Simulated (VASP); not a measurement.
Method: PBEsol GGA, VASP's PBE PAW potentials (set 64) (plane waves; VASP).

VASP input:

**POSCAR**
```
P
1.0
  4.3979167708   0.0000000000   0.0000000000
  0.0000000000   3.2968301701   0.0000000000
  0.0000000000   0.0000000000  18.1334607295
P
4
Cart
  2.5573027435   0.0000000000  10.1235014995
  4.0395724127   1.6484150850  10.1235014995
  1.8406140273   0.0000000000   8.0099592300
  0.3583443581   1.6484150850   8.0099592300
```

### INCAR
```
# general
SYSTEM  =  P
PREC    =  Accurate
ENCUT   =  400   # plane-wave cut-off (eV)
LREAL   =  .False.   # projection in real space or not
LASPH   =  .True.
ICHARG  =  11   # fixed density

# electronic loop
EDIFF   =  1E-7
NELM    =  100   # most electronic steps
ALGO    =  Normal

# smearing
ISMEAR  =  0   # Gaussian
SIGMA   =  0.05   # width (eV)

# functional
GGA     =  PS   # PBEsol

# output
LWAVE   =  .False.
LCHARG  =  .False.
LORBIT  =  11   # lm-projected
```

File KPOINTS:
```
k-points along high-symmetry lines
22
Line-mode
Reciprocal
  0.000000   0.000000   0.000000 ! GAMMA
  0.000000  -0.500000   0.000000 ! X

  0.000000   0.000000   0.000000 ! GAMMA
 -0.500000   0.000000   0.000000 ! Z

 -0.500000   0.000000   0.000000 ! Z
 -0.500000  -0.500000   0.000000 ! U

  0.000000  -0.500000   0.000000 ! X
 -0.500000  -0.500000   0.000000 ! U
```

POTCAR, in this order: P (PBE.64 set). Program: vasp_std. Read from the step before: CHGCAR.

Output

File OUTCAR:
```
 ion  position               nearest neighbor table
   1  0.581  0.000  0.558-   2 2.22   2 2.22   3 2.23
   2  0.919  0.500  0.558-   1 2.22   1 2.22   4 2.23
   3  0.419  0.000  0.442-   4 2.22   4 2.22   1 2.23
   4  0.081  0.500  0.442-   3 2.22   3 2.22   2 2.23
  LATTYP: Found a simple orthorhombic cell.
 ALAT       =     3.2968301701
 B/A-ratio  =     1.3339834156
 C/A-ratio  =     5.5002714104
 Subroutine PRICEL returns:
 Original cell was already a primitive cell.
 Subroutine GETGRP returns: Found  8 space group operations
The static configuration has the point symmetry C_2h.
 The point group associated with its full space group is D_2h.
The dynamic configuration has the point symmetry C_2h.
 Subroutine INISYM returns: Found  8 space group operations
   k-points           NKPTS =     88   k-points in BZ     NKDIM =     88   number of bands    NBANDS=     14
   number of dos      NEDOS =    301   number of ions     NIONS =      4
   total plane-waves  NPLWV =  86400
   dimension x,y,z NGX =    30 NGY =   24 NGZ =  120
   dimension x,y,z NGXF=    60 NGYF=   48 NGZF=  240
   ions per type =               4
   PREC   = accura    normal or accurate (medium, high low for compatibility)
   ISTART =      0    job   : 0-new  1-cont  2-samecut
   ICHARG =     11    charge: 1-file 2-atom 10-const
   ISPIN  =      1    spin polarized calculation?
   LNONCOLLINEAR =      F non collinear calculations
   LSORBIT =      F    spin-orbit coupling
   INIWAV =      1    electr: 0-lowe 1-rand  2-diag
   ENCUT  =  400.0 eV  29.40 Ry    5.42 a.u.   7.17  5.38 29.57*2*pi/ulx,y,z
   NELM   =    100;   NELMIN=  2; NELMDL= -5     # of ELM steps
   EDIFF  = 0.1E-06   stopping-criterion for ELM
   LREAL  =      F    real-space projection
   NLSPLINE    = F    spline interpolate recip. space projectors
   LMAXMIX     =    2 max onsite mixed and CHGCAR
   VOSKOWN=      0    Vosko Wilk Nusair interpolation
   EDIFFG = 0.1E-05   stopping-criterion for IOM
   NSW    =      0    number of steps for IOM
   NBLOCK =      1;   KBLOCK =      1    inner block; outer block
   IBRION =     -1    ionic relax: 0-MD 1-quasi-New 2-CG
   NFREE  =      0    steps in history (QN), initial steepest desc. (CG)
   ISIF   =      2    stress and relaxation
   ISYM   =      2    0-nonsym 1-usesym 2-fastsym
   TEIN   =    0.0    initial temperature
   TEBEG  =    0.0;   TEEND  =   0.0 temperature during run
   SMASS  =  -3.00    Nose mass-parameter (am)
   PSTRESS=    0.0 pullay stress
   NELECT =      20.0000    total number of electrons
   EFERMI =   0.00;   METHOD = LEGACY
   ISMEAR =     0;   SIGMA  =   0.05  broadening in eV -4-tet -1-fermi 0-gaus
   IALGO  =     38    algorithm
   LDIAG  =      T    sub-space diagonalisation (order eigenvalues)
   IMIX   =      4    mixing-type and parameters
     AMIX     =   0.40;   BMIX     =  1.00
     AMIX_MAG =   1.60;   BMIX_MAG =  1.00
     AMIN     =   0.10
   GGA     = PS    functional components
   VOSKOWN =     0    Vosko Wilk Nusair interpolation
   LHFCALC =     F    Hartree Fock is set to
   LHFONE  =     F    Hartree Fock one center treatment
   AEXX    =    0.0000 exact exchange contribution
   IVDW    =     0    specifies the selected vdW correction
   LEPSILON=     F    determine dielectric tensor
   LRPA    =     F    only Hartree local field effects (RPA)
  energy-cutoff  :      400.00
  volume of cell :      262.92
      direct lattice vectors                 reciprocal lattice vectors
     4.397916771  0.000000000  0.000000000     0.227380383  0.000000000  0.000000000
     0.000000000  3.296830170  0.000000000     0.000000000  0.303321660  0.000000000
     0.000000000  0.000000000 18.133460730     0.000000000  0.000000000  0.055146671
 k-point     1 :   0.0000 0.0000 0.0000  plane waves:    4783
 k-point     2 :   0.0000-0.0238 0.0000  plane waves:    4793
 k-point     3 :   0.0000-0.0476 0.0000  plane waves:    4771
 k-point     4 :   0.0000-0.0714 0.0000  plane waves:    4761
 k-point     5 :   0.0000-0.0952 0.0000  plane waves:    4763
...
```

### OSZICAR
```
       N       E                     dE             d eps       ncg     rms          rms(c)
DAV:   1     0.117555334860E+03    0.11756E+03   -0.58509E+03  2464   0.834E+02
DAV:   2    -0.909878910969E+01   -0.12665E+03   -0.12099E+03  3898   0.165E+02
DAV:   3    -0.219520354096E+02   -0.12853E+02   -0.12766E+02  3214   0.629E+01
DAV:   4    -0.222219146014E+02   -0.26988E+00   -0.26910E+00  3466   0.112E+01
DAV:   5    -0.222303539422E+02   -0.84393E-02   -0.84353E-02  3602   0.181E+00
DAV:   6    -0.222305774042E+02   -0.22346E-03   -0.22344E-03  3682   0.268E-01
DAV:   7    -0.222305844684E+02   -0.70642E-05   -0.70643E-05  3762   0.402E-02
DAV:   8    -0.222305847493E+02   -0.28092E-06   -0.28103E-06  3672   0.622E-03
DAV:   9    -0.222305847530E+02   -0.36507E-08   -0.36435E-08  2726   0.732E-04
   1 F= -.22230585E+02 E0= -.22230585E+02  d E =-.206465E-10
```

### OUTCAR
```
 val. band max:       -1.7326752035   @ k =   0.0000  -0.0476   0.0000

 cond. band min:      -1.0254474546   @ k =   0.0000   0.0000   0.0000



 k-point     1 :       0.0000    0.0000    0.0000
  band No.  band energies     occupation
      1     -17.0041      2.00000
      2     -14.3000      2.00000
      3     -10.7744      2.00000
      4      -7.6075      2.00000
      5      -6.5673      2.00000
      6      -6.2056      2.00000
      7      -5.2972      2.00000
      8      -3.6686      2.00000
      9      -3.5280      2.00000
     10      -1.7377      2.00000
     11      -1.0254      0.00000
     12      -0.3057      0.00000
     13       0.9306      0.00000
     14       1.7095      0.00000

 k-point     2 :       0.0000   -0.0238    0.0000
  band No.  band energies     occupation
      1     -16.9973      2.00000
      2     -14.2929      2.00000
      3     -10.7782      2.00000
      4      -7.6020      2.00000
      5      -6.5612      2.00000
      6      -6.2118      2.00000
      7      -5.3411      2.00000
      8      -3.6649      2.00000
      9      -3.5741      2.00000
     10      -1.7355      2.00000
     11      -1.0188      0.00000
     12      -0.2462      0.00000
     13       0.9930      0.00000
     14       1.6629      0.00000

 k-point     3 :       0.0000   -0.0476    0.0000
  band No.  band energies     occupation
      1     -16.9768      2.00000
      2     -14.2717      2.00000
      3     -10.7898      2.00000
      4      -7.5857      2.00000
      5      -6.5427      2.00000
      6      -6.2319      2.00000
      7      -5.4647      2.00000
      8      -3.7021      2.00000
      9      -3.6537      2.00000
     10      -1.7327      2.00000
     11      -0.9990      0.00000
     12      -0.0717      0.00000
     13       1.1698      0.00000
     14       1.5307      0.00000

 k-point     4 :       0.0000   -0.0714    0.0000
  band No.  band energies     occupation
      1     -16.9428      2.00000
...
```

The density is held fixed in this step, so its total energy and stress have no physical meaning. The cell holds a wide vacuum, so values per volume refer to the whole cell.

The cell is a sheet with vacuum, built from a generated structure.
